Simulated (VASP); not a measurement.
# MgS (Niningerite): exact exchange and RPA correlation, part 2 of 2

Wanted: where the RPA puts the energy minimum of MgS (Niningerite). The scan starts from a database cell scaled to its smallest volume. The cell is of the rock-salt type. The start is a cell from a database of measured crystal structures.

VASP 6.6.1, plane waves and PAW; the level of theory is named at each step.

So far. Step 26 (RPA correlation, volume ratio 1.03): The correlation energy is -6.0093 eV an atom, +9 meV against the point before. With exact exchange the total is -13.0152 eV an atom. Step 27 (Comparison: r2SCAN, volume ratio 1.03): Its energy is -7.7331 eV an atom, on a zero of its own.

## 28. Orbitals for comparison: HSE06, volume ratio 1.03

This step: PBE; plane waves and PAW (S_GW, Mg_GW) (VASP 6.6.1).

Input file INCAR:

```
SYSTEM = MgS
PREC = Accurate
ENCUT = 300
EDIFF = 1E-05
NELM = 100
ISMEAR = 0
SIGMA = 0.05
LREAL = .FALSE.
ALGO = Normal
GGA = PE
NBANDS = 10
LORBIT = 11
LWAVE = .TRUE.
LCHARG = .FALSE.
KPAR = 8
```

Input file POSCAR:

```
MgS
1.0
    0.0000000000      2.6274105862      2.6274105862
    2.6274105862      0.0000000000      2.6274105862
    2.6274105862      2.6274105862      0.0000000000
S Mg
1 1
Direct
    0.5000000000      0.5000000000      0.5000000000
    0.0000000000      0.0000000000      0.0000000000
```

Input file KPOINTS:

```
Automatic mesh
0
Gamma
4 4 4
0 0 0
```

PAW data sets: S_GW and Mg_GW (PBE family, release 64).

Started as:

```sh
$ mpirun -np 8 vasp_std
```

Run time: 1.2 s. Hardware: 8 MPI ranks of Intel Xeon 6975P-C (Granite Rapids), shared host; peak memory 0.96 GiB.

The run ends at a pressure of -1.21 GPa.

## 29. Comparison: HSE06, volume ratio 1.03

This step: HSE06; plane waves and PAW (S_GW, Mg_GW) (VASP 6.6.1).

Input file INCAR:

```
SYSTEM = MgS
PREC = Accurate
ENCUT = 300
EDIFF = 1E-06
NELM = 100
ISMEAR = 0
SIGMA = 0.05
LREAL = .FALSE.
ALGO = Normal
LHFCALC = .TRUE.
AEXX = 0.25
GGA = PE
HFSCREEN = 0.2
LASPH = .TRUE.
NBANDS = 10
PRECFOCK = Fast
LWAVE = .FALSE.
LCHARG = .FALSE.
KPAR = 8
```

POSCAR is that of step 28.

KPOINTS is that of step 28.

The WAVECAR or CHGCAR of an earlier step is read.

Started as:

```sh
$ mpirun -np 8 vasp_std
```

Elapsed: 5.2 s, on 8 MPI ranks; peak memory 1.7 GiB; 36 s of CPU time.

Its energy is -4.9291 eV an atom, on a zero of its own.

## 30. Orbitals, volume ratio 1.06

This step: PBE; plane waves and PAW (S_GW, Mg_GW) (VASP 6.6.1).

The same chain follows at a volume ratio of 1.06.

Input file INCAR:

```
SYSTEM = MgS
PREC = Accurate
ENCUT = 300
EDIFF = 1E-08
NELM = 100
ISMEAR = 0
SIGMA = 0.05
LREAL = .FALSE.
ALGO = Normal
GGA = PE
NBANDS = 10
LORBIT = 11
LWAVE = .TRUE.
LCHARG = .FALSE.
KPAR = 8
```

Input file POSCAR:

```
MgS
1.0
    0.0000000000      2.6526756995      2.6526756995
    2.6526756995      0.0000000000      2.6526756995
    2.6526756995      2.6526756995      0.0000000000
S Mg
1 1
Direct
    0.5000000000      0.5000000000      0.5000000000
    0.0000000000      0.0000000000      0.0000000000
```

KPOINTS is that of step 29.

Started as:

```sh
$ mpirun -np 8 vasp_std
```

The job ended after 1.4 s (8 MPI ranks; peak memory 0.98 GiB; 6.8 s of CPU time).

The run ends at a pressure of -3.10 GPa.

## 31. Exact exchange, volume ratio 1.06

This step: Hartree-Fock energy on PBE orbitals; plane waves and PAW (S_GW, Mg_GW) (VASP 6.6.1).

Input file INCAR:

```
SYSTEM = MgS
PREC = Accurate
ENCUT = 300
ISMEAR = 0
SIGMA = 0.05
LREAL = .FALSE.
GGA = PE
NBANDS = 10
ALGO = Eigenval
NELM = 1
LHFCALC = .TRUE.
AEXX = 1
ALDAC = 0
AGGAC = 0
PRECFOCK = Normal
LWAVE = .FALSE.
LCHARG = .FALSE.
```

POSCAR is that of step 30.

KPOINTS is that of step 30.

The run starts from files that an earlier step left in the folder.

Started as:

```sh
$ mpirun -np 8 vasp_std
```

Elapsed: 1.6 s, on 8 MPI ranks; peak memory 0.82 GiB.

The Hartree-Fock energy on these orbitals is -7.0031 eV an atom.

## 32. Empty bands, volume ratio 1.06

This step: PBE; plane waves and PAW (S_GW, Mg_GW) (VASP 6.6.1).

Input file INCAR:

```
SYSTEM = MgS
PREC = Accurate
ENCUT = 300
ISMEAR = 0
SIGMA = 0.05
LREAL = .FALSE.
GGA = PE
NBANDS = 456
ALGO = Exact
NELM = 1
LWAVE = .TRUE.
LCHARG = .FALSE.
LOPTICS = .TRUE.
NEDOS = 1000
CSHIFT = 0.1
```

POSCAR is that of step 31.

KPOINTS is that of step 31.

Started as:

```sh
$ mpirun -np 8 vasp_std
```

Elapsed: 1.6 s, on 8 MPI ranks; peak memory 0.88 GiB.

WAVECAR now holds 456 bands for 8 electrons.

## 33. RPA correlation, volume ratio 1.06

This step: RPA correlation on PBE orbitals; plane waves and PAW (S_GW, Mg_GW) (VASP 6.6.1).

Input file INCAR:

```
SYSTEM = MgS
PREC = Accurate
ENCUT = 300
ISMEAR = 0
SIGMA = 0.05
LREAL = .FALSE.
GGA = PE
NBANDS = 456
ALGO = ACFDT
ENCUTGW = 200
NOMEGA = 12
PRECFOCK = Fast
LWAVE = .FALSE.
LCHARG = .FALSE.
```

POSCAR is that of step 32.

KPOINTS is that of step 32.

Started as:

```sh
$ mpirun -np 8 vasp_std
```

Run time: 18 s. Hardware: 8 MPI ranks; peak memory 1.3 GiB.

The correlation energy is -6.0014 eV an atom, +8 meV against the point before. With exact exchange the total is -13.0045 eV an atom.

## 34. Comparison: r2SCAN, volume ratio 1.06

This step: r2SCAN; plane waves and PAW (S_GW, Mg_GW) (VASP 6.6.1).

Input file INCAR:

```
SYSTEM = MgS
PREC = Accurate
ENCUT = 300
EDIFF = 1E-06
NELM = 100
ISMEAR = 0
SIGMA = 0.05
LREAL = .FALSE.
ALGO = Normal
METAGGA = R2SCAN
LASPH = .TRUE.
NBANDS = 10
LWAVE = .FALSE.
LCHARG = .FALSE.
KPAR = 8
```

POSCAR is that of step 33.

KPOINTS is that of step 33.

Started as:

```sh
$ mpirun -np 8 vasp_std
```

Wall time 4 s (8 MPI ranks); peak memory 0.99 GiB.

Its energy is -7.7221 eV an atom, on a zero of its own.

## 35. Orbitals for comparison: HSE06, volume ratio 1.06

This step: PBE; plane waves and PAW (S_GW, Mg_GW) (VASP 6.6.1).

Input file INCAR:

```
SYSTEM = MgS
PREC = Accurate
ENCUT = 300
EDIFF = 1E-05
NELM = 100
ISMEAR = 0
SIGMA = 0.05
LREAL = .FALSE.
ALGO = Normal
GGA = PE
NBANDS = 10
LORBIT = 11
LWAVE = .TRUE.
LCHARG = .FALSE.
KPAR = 8
```

POSCAR is that of step 34.

KPOINTS is that of step 34.

Started as:

```sh
$ mpirun -np 8 vasp_std
```

Wall time 1.4 s (8 MPI ranks); peak memory 0.95 GiB; 5.3 s of CPU time.

The run ends at a pressure of -3.11 GPa.

## 36. Comparison: HSE06, volume ratio 1.06

This step: HSE06; plane waves and PAW (S_GW, Mg_GW) (VASP 6.6.1).

Input file INCAR:

```
SYSTEM = MgS
PREC = Accurate
ENCUT = 300
EDIFF = 1E-06
NELM = 100
ISMEAR = 0
SIGMA = 0.05
LREAL = .FALSE.
ALGO = Normal
LHFCALC = .TRUE.
AEXX = 0.25
GGA = PE
HFSCREEN = 0.2
LASPH = .TRUE.
NBANDS = 10
PRECFOCK = Fast
LWAVE = .FALSE.
LCHARG = .FALSE.
KPAR = 8
```

POSCAR is that of step 35.

KPOINTS is that of step 35.

The WAVECAR or CHGCAR of an earlier step is read.

Started as:

```sh
$ mpirun -np 8 vasp_std
```

It took 5.2 s on 8 MPI ranks; peak memory 1.7 GiB; 36 s of CPU time.

Its energy is -4.9174 eV an atom, on a zero of its own.

## 37. Summary

This step: exact exchange and RPA correlation on PBE orbitals, beside r2SCAN, beside HSE06; plane waves and PAW (VASP 6.6.1).

No new run; the numbers come from the runs before.

This step gave:

```yaml
equilibrium_volume_exx_rpa: 17.62 Å³/atom
bulk_modulus: 80.66 GPa
```

The energy above the lowest point by volume; values in meV/atom:

```tsv
volume (Å³/atom)	PBE	EXX	EXX+RPA	r2SCAN	HSE06
16.553	26.3	45.0	18.1	16.6	14.9
17.081	8.85	19.8	4.14	3.78	2.92
17.610	0.510	5.25	0	0	0
18.138	0	0	3.25	4.13	4.90
18.666	6.38	2.76	13.9	15.2	16.6
```

Cost is wall time times ranks on a shared host; the RPA row holds all its steps. Fits of the equation of state:

```tsv
level	V0 (Å³/atom)	B0 (GPa)	fit error (meV/atom)	minimum inside the series	cost a point (core minutes)
PBE	17.91	74.78	0.007889	yes	0.19
EXX	18.21	82.29	0.004643	yes	0.42
EXX+RPA	17.62	80.66	0.1186	yes	2.74
r2SCAN	17.59	80.2	0.001359	yes	0.5
HSE06	17.53	80.31	0.001732	yes	0.68
```

## 38. Results

```yaml
pbe: V0 17.91 Å³/atom, B0 74.8 GPa
exx: V0 18.21 Å³/atom, B0 82.3 GPa
exx_rpa: V0 17.62 Å³/atom, B0 80.7 GPa
r2scan: V0 17.59 Å³/atom, B0 80.2 GPa
hse06: V0 17.53 Å³/atom, B0 80.3 GPa
```

What this shows: Exact exchange with RPA correlation puts the minimum at 17.62 Å³ an atom, with a bulk modulus of 80.7 GPa. PBE puts the volume 1.6 % above EXX+RPA, at roughly 1/14 of its cost. r2SCAN puts the volume 0.22 % below EXX+RPA, at roughly 1/5 of its cost. HSE06 puts the volume 0.53 % below EXX+RPA, at roughly 1/4 of its cost. Correlation shrinks the exact-exchange volume by 3.2 %. Neither mesh nor response cutoff was varied, so differences in volume under about 1 % aren't resolved. Exact exchange and correlation are taken on one coarse mesh and aren't self-consistent; the correlation energy is extrapolated in the response cutoff by the program, which at the first volume adds -362 meV an atom to the value at the highest cutoff and varies with the volume; a small fit error says nothing about that part. NBANDS follows the largest plane-wave count of any k point, which rises in steps with the volume. The cheaper functionals share the mesh. Not tabulated here, as repeats of values shown or as unfit to read for their mesh, reference level or band range: eps2 curves (empty bands); eps1 curves and static values (empty bands); gaps (empty bands).

[Long decimals in the printed logs are rounded to 6 places.]

[Lines on the potential files, build, host, timing and source positions are cut from VASP's logs without a mark.]

[Logs are printed without paths, hosts, clocks, repeated set-up lines and the standing remarks that a program may print on its own settings, such as how far it seeks lower states.]

[Hosts, paths, dates, database ids (printed as entryN), source tags and the programs' standing remarks are cut or masked in the printed files.]

[Measured values are set beside computed ones only where the two were judged alike; some that the calculation misses by far are left out.]

[Pressures printed for these runs are not shown converged in the cutoff: they can be off by several GPa and have the wrong sign.]
